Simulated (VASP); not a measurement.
Method: r2SCAN meta-GGA, VASP's PBE PAW potentials (set 64) (plane waves; VASP).

VASP ran on this input.

INCAR:
```
# general
SYSTEM  = InP
PREC    = Accurate
ENCUT   = 520
LREAL   = .FALSE.
LASPH   = .TRUE.

# electronic loop
EDIFF   = 1E-6
NELM    = 100
ALGO    = Normal
LMAXMIX = 4
LMIXTAU = .TRUE.

# smearing
ISMEAR  = 0
SIGMA   = 0.05

# functional
METAGGA = R2SCAN

# ions
IBRION  = 2
NSW     = 60
ISIF    = 3
EDIFFG  = -0.01

# output
LWAVE   = .FALSE.
LCHARG  = .FALSE.
```

**KPOINTS**
```
Automatic
0
gamma
 7 7 7
```

File POSCAR:
```
InP
1.0
  0.0000000000   2.9350000000   2.9350000000
  2.9350000000   0.0000000000   2.9350000000
  2.9350000000   2.9350000000   0.0000000000
In P
1 1
Direct
  0.0000000000   0.0000000000   0.0000000000
  0.2500000000   0.2500000000   0.2500000000
```

POTCAR, in this order: In_d P (PBE.64 set). Program: vasp_std.

### Question
What will the output report for the number of irreducible k-points (NKPTS), largest plane-wave count, number of space-group operations, FFT grid (NGX, NGY, NGZ)?

### Answer

* **number of irreducible k-points (NKPTS)**: 20
* **largest plane-wave count**: 1374
* **number of space-group operations**: 24
* **FFT grid (NGX, NGY, NGZ)**: 32 × 32 × 32

The compound is InP in the zinc blende structure. This run relaxes it. Symmetry was kept, so distortions that lower it aren't found.
